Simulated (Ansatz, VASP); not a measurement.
# Cross-check of ZrB2 between VASP and Ansatz

Wanted: the spread between two codes on one cell, functional and k mesh. The structure shown is the end of the Ansatz relaxation below.

Calculated with Ansatz 0.2.0; plane waves, with VASP 6.6.1 beside it; single point at LDA.

### Step 1. Starting point

Symmetry: P6/mmm, No. 191, hexagonal system. The conventional cell has a = 3.103 Å, b = 3.103 Å, c = 3.451 Å, α = 90.00°, β = 90.00°, γ = 120.00°. Nearest to Zr lie 12 B at 2.49 Å. B has 3 B at 1.79 Å and 6 Zr at 2.49 Å nearest. Farther neighbours are not listed.

### Step 2. Ansatz: relaxation, LDA

Ansatz runs on its PAW soft_1 files.

This run makes the geometry at which the two programs are then compared.

input.yaml

```yaml
crystal:
  lattice:
    - [3.1010393619, 0.0, 0.0]
    - [-1.550519681, 2.6855788655, 0.0]
    - [0.0, 0.0, 3.4544281015]
  atoms:
    - { symbol: Zr, position: [0.0, 0.0, 0.0] }
    - { symbol: B, position: [0.3333333333, 0.6666666667, 0.5] }
    - { symbol: B, position: [0.6666666667, 0.3333333333, 0.5] }
kpoints:
  mp_grid: { grid: [15, 15, 12] }
hamiltonian:
  xc: lda
  pseudopotentials: { kind: paw, azcp: { folder: soft_1 }, xc_functional: pbe }
scf:
  occupations: { method: methfessel_paxton, width: 0.2 }
  lower_state_search: "off"
output:
  forces: true
  stress: true
  eigenvalues: true
relax:
  adjacent_minimum: "off"
  f_tol: 0.001
  max_steps: 60
  cell: { stress_tol: 0.01, fix: [volume] }
```

On the command line:

```console
> ansatz run input.yaml --threads 18 --pin off --max-ram 92160MiB --backend cuda --events-out ev --progress --plain --runs-dir out --max-vram 78GiB
```

Numbers of over 12 decimals in the logs are rounded to 6 here.

The program printed:

```text
Engine: ansatz 0.2.0, aarch64-unknown-linux-gnu
Pseudopotentials: kind: paw
Pseudopotential: Zr, paw, valence charge 12, recommended cutoff 420 eV (normal), soft_1/Zr.paw.azcp
Pseudopotential: B, paw, valence charge 3, recommended cutoff 420 eV (normal), soft_1/B.paw.azcp
Functional definition: SPW92
  exchange = slater_x
  correlation = pw_c
[...]
Crystal: 3 atoms, lattice volume = 28.769 Å³
Basis set: ecut = 420 eV, 563 PW (Γ)
Bands: 13, of which v1, the nominal top of the filled ones, is band 9 counted from 1 (8 counted from 0)
Symmetry: 24 space group operations
Space group: P6/mmm (ITA 191), of the structure as read, at distance tolerance 3.1e-5 Å
k-points: 189 of 2700
Non-local potential: Zr, projectors of the file, l = 0: 3, l = 1: 2, l = 2: 2, l = 3: 1
Non-local potential: B, projectors of the file, l = 0: 2, l = 1: 2, l = 2: 1
PAW form: soft (Blöchl's): semilocal exchange-correlation on the pseudo side does not see the compensation charge
PAW frozen core: Zr, regenerated for the run's functional, and the local potential with it (the file was generated under x = pbe(κ = 0.804, μ = 0.219515), c = pbe(β = 0.066725))
PAW frozen core: B, regenerated for the run's functional, and the local potential with it (the file was generated under x = pbe(κ = 0.804, μ = 0.219515), c = pbe(β = 0.066725))
PAW one-centre angular grid: Zr, 590 points (default); XC on 64 Gauss nodes
PAW one-centre angular grid: B, 110 points (default); XC on 64 Gauss nodes
Initial density: superposition of atomic densities (chi_scale 0.1, normalization cell, long waves kept (reshape's long-wave potential 0.00 eV rms))
Initial wavefunctions: pseudopotential atomic-orbital guess
[...]
Functional: x = slater, c = lda
SCF iter   1: F=—  HF=-4380.883492 eV  |F-HF|=—  |Δ(HF+E_count)|=         —  Δρ=6.25e-2  dr2=2.02e0  ethr=3.10e-3  ⟨swp⟩=5.0  Hψ=12058  notcnv=0
preconditioner: auto → none  [metal: Δε(μ)=0.038 eV  Ē_g=17.290 eV  σ=0.200 eV  W_gap=0.16  n_scr=8 (ndim 8)  ℏωp=27.7 eV  f_vac=0.000  D(μ)=0.24/eV (n_scr^D=0)  sad-step TF]
SCF iter   2: F=—  HF=-4380.410165 eV  |F-HF|=—  |Δ(HF+E_count)|=   4.73e-1  S|Δr|=    0.00e0  Δρ=3.08e-2  dr2=4.56e-1  ethr=3.10e-3  ⟨swp⟩=2.3  Hψ=5025  notcnv=0
[...]
SCF iter   6: F=-4380.271559 eV  HF=-4380.271559 eV  |F-HF|=3.99e-10  |Δ(HF+E_count)|=   1.32e-7  S|Δr|=    0.00e0  Δρ=4.50e-6  dr2=3.43e-9  ethr=5.56e-10  ⟨swp⟩=5.2  Hψ=13154  notcnv=0
SCF 1 converged in 6 iterations: F = -4380.271559 eV  dr2 = 3.43e-9
  greatest PAW one-centre occupation: 0.994 electrons in one spin orbital (limit 2), on the Zr atom at site 0 (counted from 0), in its partial waves of l = 0
relax step   1: F+E_penalty+E_count = -4380.27155854 eV  Δ(F+E_penalty+E_count) = +0.000e0 eV  max|allowed force component| = 2.591e-16 eV/Å  Δτ_max = 0.0000 Å  P = +8.442 GPa  Ω = 28.769 Å³  fix = [volume]  reactions: volume +8.442 GPa  (6 SCF iters, dr2 threshold 1.00e-7 eV, accepted)
[...]
relax step   2: F+E_penalty+E_count = -4380.27160428 eV  Δ(F+E_penalty+E_count) = -4.574e-5 eV  max|allowed force component| = 1.912e-16 eV/Å  Δτ_max = 0.0000 Å  P = +8.419 GPa  Ω = 28.769 Å³  energy of the carried Pulay correction = -2.872e-6 eV  fix = [volume]  reactions: volume +8.419 GPa  (3 SCF iters, dr2 threshold 3.00e-7 eV, accepted)
[...]
relax step   3: F+E_penalty+E_count = -4380.27160972 eV  Δ(F+E_penalty+E_count) = -5.437e-6 eV  max|allowed force component| = 2.220e-16 eV/Å  Δτ_max = 0.0000 Å  P = +8.424 GPa  Ω = 28.769 Å³  energy of the carried Pulay correction = -2.211e-6 eV  fix = [volume]  reactions: volume +8.424 GPa  (3 SCF iters, dr2 threshold 3.31e-8 eV, accepted)
[...]
relax step   4: F+E_penalty+E_count = -4380.27161468 eV  Δ(F+E_penalty+E_count) = -4.967e-6 eV  max|allowed force component| = 2.035e-16 eV/Å  Δτ_max = 0.0000 Å  P = +8.424 GPa  Ω = 28.769 Å³  fix = [volume]  reactions: volume +8.424 GPa  stress off target by 1.43e-3 GPa on what of the cell is left free  SCF on the basis re-selected at this cell (its energy is not comparable with the rows above)  (5 SCF iters)
basis re-selected at this cell: Δ(F+E_penalty+E_count) = -4.967e-6 eV, ΔP = +0.000 GPa vs the last step (what re-selecting the basis moved, of the pressure what is left beyond the Pulay correction that the steps carried, after the strain that the cell walked since its last selection, with what the two solves' SCF thresholds leave and, on support functions, any second-order correction that the steps lacked; it is no m [...]
SCF converged after 5 iterations
Stability not checked: this state was not tested for a lower state beside it, because cold or Methfessel-Paxton smearing, or corrected tetrahedra, fill the levels in a way that the test cannot read (fill_not_monotonic; see scf.lower_state_search)
Free energy (F): -4380.271615 eV
Harris-Foulkes:  -4380.271615 eV  (|F-HF|=9.09e-13)
Internal energy: -4380.272097 eV  (E = F + TS)
E sigma→0 (E₀):  -4380.271735 eV
Entropy (-TS):   0.000482 eV (0.161 meV/atom)
Fermi energy:    16.584795 eV
--- Per-component energies (eV) ---
  E_band       = -9.070158
  E_kinetic    = 425.198227
  E_local      = -500.458802  (includes V_loc(G=0)·N_el)
  E_nonlocal   = 94.938872
  E_hartree    = 170.482224
  E_xc         = -223.651803
  E_vxc        = -265.785829  (∫ρ·V_xc dr)
  E_paw        = -3003.591525  (= ΣΔE_a)
  E_vpaw       = -103.927068  (= ΣTr[D̂ρ^β])
  E_aug_tail   = -0.000003  (compensation charges beyond the density's cutoff)
  E_ewald      = -1343.651355
  E_core_change = 0.462069  (= ΣΔE_core)
  E_smearing   = 0.000482  (= −TS)
  E_closure    = 0.000000  (closes the sum)
  Σ components = -4380.271615   (vs F -4380.271615, Δ=0.00e0)
--- Forces (eV/Å), atoms counted from 1 ---
  atom   1  Zr     0.00000000     0.00000000     0.00000000
  atom   2  B     -0.00000000    -0.00000000     0.00000000
  atom   3  B      0.00000000     0.00000000     0.00000000
  max |Σ_I F_I| component: 5.55e-17 eV/Å
--- Stress (GPa, compression-positive) ---
        8.425074       0.000000       0.000000
        0.000000       8.425074       0.000000
        0.000000       0.000000       8.422933
  P = ⅓ Tr σ = 8.4244 GPa (84.244 kbar)
--- Band table (eV; the first three rows and the last of 189) ---
  k-point 0: bands = [... 5 lower, 13.8282, 13.8282, 13.8639, 14.3624, 20.2869, 20.2869, 21.1049, 21.1049]
  k-point 1: bands = [... 5 lower, 13.2002, 13.8977, 13.8977, 14.9973, 19.6679, 19.6679, 20.8688, 20.8688]
  k-point 2: bands = [... 5 lower, 12.3022, 14.1037, 14.1037, 15.8325, 18.7548, 18.7548, 20.2475, 20.2475]
  k-point 188: bands = [... 5 lower, 7.6871, 11.6622, 13.9579, 13.9579, 21.0561, 23.3018, 23.3018, 23.7139]
--- Relaxed structure (3 steps of the walk, 3 accepted, 1 SCFs on fresh bases) ---
  F+E_penalty+E_count = -4380.27161468 eV   max|allowed force component| = 2.035e-16 eV/Å   (the final SCF, on the basis selected at the relaxed cell)
  cell:  # Å, volume = 28.7688 Å³
    - [3.102635, 2.8882370232747828e-11, 0.0]
    - [-1.551318, 2.686961, 0.0]
    - [0.0, 0.0, 3.450875]
  atoms:
    - { symbol: Zr, position: [0, 0, 0.0] }
    - { symbol: B, position: [0.333333, 0.666667, 0.500000] }
    - { symbol: B, position: [0.666667, 0.333333, 0.500000] }
```

### Step 3. VASP: single point, LDA, pair 1

The same cell, functional (in two slightly different forms), mesh and smearing now go to VASP, with its own data sets.

Lines of VASP's logs that name or quote its potential files are left out, and so is its time.

INCAR

```
SYSTEM = ZrB2
PREC = Accurate
ENCUT = 500
EDIFF = 1E-06
NELM = 120
ISMEAR = 1
SIGMA = 0.2
LREAL = .FALSE.
ALGO = Normal
GGA = CA
NBANDS = 15
LASPH = .TRUE.
LORBIT = 11
LWAVE = .FALSE.
LCHARG = .FALSE.
ISIF = 2
GGA_COMPAT = .FALSE.
KPAR = 2
```

POSCAR

```
ZrB2
1.0
    3.1026352558      0.0000000000      0.0000000000
   -1.5513176279      2.6869609502      0.0000000000
    0.0000000000      0.0000000000      3.4508753262
Zr B
1 2
Direct
    0.0000000000      0.0000000000      0.0000000000
    0.3333333333      0.6666666667      0.5000000000
    0.6666666667      0.3333333333      0.5000000000
```

KPOINTS

```
Automatic mesh
0
Gamma
15 15 12
0 0 0
```

The projector-augmented-wave data sets are Zr_sv and B (LDA family, release 64).

On the command line:

```console
> mpirun -np 2 vasp_std
```

The program printed:

```text
[banner, memory and clock lines left out]
running    2 mpi-ranks, on    1 nodes
 distrk:  each k-point on    1 cores,    2 groups
 distr:  one band on    1 cores,    1 groups

 POSCAR found type information on POSCAR ZrB
 POSCAR found :  2 types and       3 ions
 LDA part: xc-table for (Slater(with rela. corr.)+CA(PZ))
 , standard interpolation
 POSCAR, INCAR and KPOINTS ok, starting setup
 FFT: planning ... GRIDC
 FFT: planning ... GRID_SOFT
 FFT: planning ... GRID
 WAVECAR not read
 entering main loop
       N       E                     dE             d eps       ncg     rms          rms(c)
DAV:   1     0.101320564579E+03    0.10132E+03   -0.96267E+03  5686   0.117E+03
DAV:   2    -0.261822984493E+02   -0.12750E+03   -0.12311E+03  7070   0.306E+02
DAV:   3    -0.302849910157E+02   -0.41027E+01   -0.40845E+01  9013   0.479E+01
DAV:   4    -0.303484875719E+02   -0.63497E-01   -0.63488E-01  6412   0.561E+00
DAV:   5    -0.303503349409E+02   -0.18474E-02   -0.18473E-02  8995   0.619E-01    0.249E+01
DAV:   6    -0.275104104688E+02    0.28399E+01   -0.65682E+00  7086   0.182E+01    0.102E+01
DAV:   7    -0.274589532048E+02    0.51457E-01   -0.76058E-01  8340   0.557E+00    0.376E+00
DAV:   8    -0.274605345699E+02   -0.15814E-02   -0.11996E-01  6927   0.305E+00    0.481E-01
DAV:   9    -0.274558209264E+02    0.47136E-02   -0.23000E-02  7140   0.125E+00    0.178E-01
DAV:  10    -0.274555239127E+02    0.29701E-03   -0.12871E-03  6584   0.339E-01    0.505E-02
DAV:  11    -0.274555182082E+02    0.57045E-05   -0.75883E-05  7930   0.806E-02    0.153E-02
DAV:  12    -0.274555162126E+02    0.19956E-05   -0.48362E-06  7293   0.154E-02    0.534E-03
DAV:  13    -0.274555160370E+02    0.17556E-06   -0.70232E-07  3547   0.753E-03
   1 F= -.27455516E+02 E0= -.27455676E+02  d E =0.480484E-03
```

OUTCAR, selected parts (step 3):

```text
ion  position               nearest neighbor table
   1  0.000  0.000  0.000-   2 2.49   3 2.49   2 2.49   3 2.49   2 2.49   2 2.49   3 2.49   3 2.49
                             3 2.49   3 2.49   2 2.49   2 2.49
   2  0.333  0.667  0.500-   3 1.79   3 1.79   3 1.79   1 2.49   1 2.49   1 2.49   1 2.49   1 2.49
                             1 2.49
   3  0.667  0.333  0.500-   2 1.79   2 1.79   2 1.79   1 2.49   1 2.49   1 2.49   1 2.49   1 2.49
                             1 2.49

  LATTYP: Found a hexagonal cell.
 ALAT       =     3.1026352558
 C/A-ratio  =     1.1122400932

 Subroutine GETGRP returns: Found 24 space group operations
 (whereof 24 operations were pure point group operations)

The static configuration has the point symmetry D_6h.

 Found    189 irreducible k-points:

   k-points           NKPTS =    189   k-points in BZ     NKDIM =    189   number of bands    NBANDS=     15

   dimension x,y,z NGX =    24 NGY =   24 NGZ =   28
   dimension x,y,z NGXF=    48 NGYF=   48 NGZF=   56

   ENCUT  =  500.0 eV  36.75 Ry    6.06 a.u.   5.66  5.66  6.29*2*pi/ulx,y,z

   NELECT =      18.0000    total number of electrons

 k-points in reciprocal lattice and weights: Automatic mesh
   0.00000000  0.00000000  0.00000000       0.000
   0.06666667  0.00000000  0.00000000       0.002
   0.13333333  0.00000000  0.00000000       0.002
   0.20000000  0.00000000  0.00000000       0.002
   0.26666667  0.00000000  0.00000000       0.002
   0.33333333  0.00000000  0.00000000       0.002
   0.40000000  0.00000000  0.00000000       0.002
   0.46666667  0.00000000  0.00000000       0.002
   0.06666667  0.06666667  0.00000000       0.002
[...]
0.33333333  0.26666667  0.50000000       0.004
   0.33333333  0.33333333  0.50000000       0.001

 average (electrostatic) potential at core
       1 -71.4595       2 -26.2977       3 -26.2977

 E-fermi :  11.2021

 k-point     1 :       0.0000    0.0000    0.0000
  band No.  band energies     occupation
    ...
      5      -1.6331      2.00000
      6       8.4489      2.00000
      7       8.4489      2.00000
      8       8.4839      2.00000
      9       8.9887      2.00000
     10      14.9058     -0.00000
     11      14.9058     -0.00000
     12      15.7272      0.00000
     13      15.7272      0.00000
     14      16.6337      0.00000
    ...

 k-point     2 :       0.0667    0.0000    0.0000
  band No.  band energies     occupation
    ...
      5      -1.5378      2.00000
      6       8.1914      2.00000
      7       8.4593      2.00000
      8       8.5782      2.00000
      9       8.8668      2.00000
     10      14.8432     -0.00000
     11      15.0657     -0.00000
     12      15.0721     -0.00000
     13      15.2891      0.00000
     14      17.0044      0.00000
    ...

 k-point     3 :       0.1333    0.0000    0.0000
  band No.  band energies     occupation
    ...
      5      -1.2608      2.00000
      6       7.5345      2.00000
      7       8.4733      2.00000
      8       8.5571      2.00000
      9       8.8181      2.00000
     10      14.1801     -0.00000
     11      14.6731     -0.00000
     12      14.8723     -0.00000
     13      15.4122      0.00000
     14      17.6924      0.00000
    ...

  Total        1.6051951      1.6051951      1.6127851      0.0000000     -0.0000000      0.0000000
  in kB       89.3957897     89.3957897     89.8184882      0.0000000     -0.0000000      0.0000000
  external PRESSURE =      89.5366892 kB  Pullay stress =       0.0000000 kB

  energy-cutoff  :      500.00
  volume of cell :       28.77
      direct lattice vectors                 reciprocal lattice vectors
     3.102635256  0.000000000  0.000000000     0.322306658  0.186083836  0.000000000
    -1.551317628  2.686960950  0.000000000     0.000000000  0.372167671  0.000000000
     0.000000000  0.000000000  3.450875326     0.000000000  0.000000000  0.289781550

 POSITION                                       TOTAL-FORCE (eV/Angst)
 -----------------------------------------------------------------------------------
      0.00000      0.00000      0.00000        -0.000000      0.000000      0.000000
     -0.00000      1.79131      1.72544        -0.000000     -0.000000      0.000000
      1.55132      0.89565      1.72544         0.000000      0.000000      0.000000
 -----------------------------------------------------------------------------------
    total drift:                               -0.000000      0.000000     -0.000000

  FREE ENERGIE OF THE ION-ELECTRON SYSTEM (eV)
  ---------------------------------------------------
  free  energy   TOTEN  =       -27.4555160370 eV

  energy  without entropy=      -27.4559965208  energy(sigma->0) =      -27.45567620

 total charge
# of ion       s       p       d       tot
------------------------------------------
    1        2.184   6.050   1.886  10.121
    2        0.677   1.312   0.000   1.989
    3        0.677   1.312   0.000   1.989
--------------------------------------------------
tot          3.539   8.673   1.886  14.099

[... 3 further parts left out ...]
```

The run ends at a pressure of 8.95 GPa.

### Step 4. Comparison

Known differences besides the potentials themselves: the two LDA forms differ slightly; the cutoff is 420 eV in Ansatz and 500 eV in VASP; VASP's log shows a relativistic correction to its local exchange, Ansatz's none; Ansatz's pressure holds a Pulay correction, VASP's none. Total energies have different zeros and are not compared.

The two programs side by side:

```
      quantity  Ansatz  VASP  difference
pressure (GPa)    8.42  8.95       -0.53
```

### Step 5. Ansatz: relaxation, LDA

This run makes the geometry at which the two programs are then compared. The cell compared in this pair holds 29.21 Å³, against 28.77 Å³ for the pair before.

The structure compared here is the end of the Ansatz relaxation.

input.yaml: that of step 2 with these lines changed.

```diff
@@ -2,5 +2,5 @@
   lattice:
-    - [3.1010393619, 0.0, 0.0]
-    - [-1.550519681, 2.6855788655, 0.0]
-    - [0.0, 0.0, 3.4544281015]
+    - [3.116942406, 0.0, 0.0]
+    - [-1.558471203, 2.6993513057, 0.0]
+    - [0.0, 0.0, 3.4721434272]
   atoms:
```

On the command line:

```console
> ansatz run input.yaml --threads 18 --pin off --max-ram 92160MiB --backend cuda --events-out ev --progress --plain --runs-dir out --max-vram 78GiB
```

The program printed:

```text
[...]
Crystal: 3 atoms, lattice volume = 29.214 Å³
Basis set: ecut = 420 eV, 563 PW (Γ)
Bands: 13, of which v1, the nominal top of the filled ones, is band 9 counted from 1 (8 counted from 0)
Symmetry: 24 space group operations
[...]
k-points: 189 of 2700
[...]
k-point 188: bands = [... 5 lower, 7.4941, 11.4104, 13.6963, 13.6963, 20.6972, 22.8850, 22.8850, 23.3194]
--- Relaxed structure (3 steps of the walk, 3 accepted, 1 SCFs on fresh bases) ---
[...]
cell:  # Å, volume = 29.2137 Å³
    - [3.117780, 0.0, 0.0]
    - [-1.558890, 2.700077, 0.0]
    - [0.0, 0.0, 3.470277]
  atoms:
    - { symbol: Zr, position: [0, 0, 0.0] }
    - { symbol: B, position: [0.333333, 0.666667, 0.5] }
    - { symbol: B, position: [0.666667, 0.333333, 0.5] }
[key lines of the parts left out:]
SCF converged after 4 iterations
Free energy (F): -4380.288863 eV
Fermi energy:    16.324222 eV
P = ⅓ Tr σ = 4.0540 GPa (40.540 kbar)
```

### Step 6. VASP: single point, LDA, pair 2

The same cell, functional (in two slightly different forms), mesh and smearing now go to VASP, with its own data sets.

INCAR is that of step 3.

POSCAR

```
ZrB2
1.0
    3.1177804629      0.0000000000      0.0000000000
   -1.5588902314      2.7000770843      0.0000000000
    0.0000000000      0.0000000000      3.4702770593
Zr B
1 2
Direct
    0.0000000000      0.0000000000      0.0000000000
    0.3333333333      0.6666666667      0.5000000000
    0.6666666667      0.3333333333      0.5000000000
```

KPOINTS is that of step 3.

On the command line:

```console
> mpirun -np 2 vasp_std
```

The program printed:

```text
[... set-up lines as in an earlier step ...]
 entering main loop
       N       E                     dE             d eps       ncg     rms          rms(c)
DAV:   1     0.100895145336E+03    0.10090E+03   -0.96027E+03  5670   0.117E+03
DAV:   2    -0.262056962511E+02   -0.12710E+03   -0.12234E+03  7238   0.304E+02
DAV:   3    -0.302812044639E+02   -0.40755E+01   -0.40535E+01  8861   0.478E+01
DAV:   4    -0.303418641114E+02   -0.60660E-01   -0.60647E-01  6608   0.551E+00
[...]
DAV:  11    -0.274744973462E+02    0.27098E-05   -0.63570E-05  7878   0.740E-02    0.151E-02
DAV:  12    -0.274744951655E+02    0.21807E-05   -0.48857E-06  7212   0.158E-02    0.515E-03
DAV:  13    -0.274744950127E+02    0.15279E-06   -0.72114E-07  3463   0.767E-03
   1 F= -.27474495E+02 E0= -.27474659E+02  d E =0.490959E-03
```

(Part 1 of 2 ends here.)

[Lines on the potential files, build, host, timing and source positions are cut from VASP's logs without a mark.]

[Logs are printed without paths, hosts, clocks, repeated set-up lines and the standing remarks that a program may print on its own settings, such as how far it seeks lower states.]

[Hosts, paths, dates, database ids (printed as entryN), source tags and the programs' standing remarks are cut or masked in the printed files.]
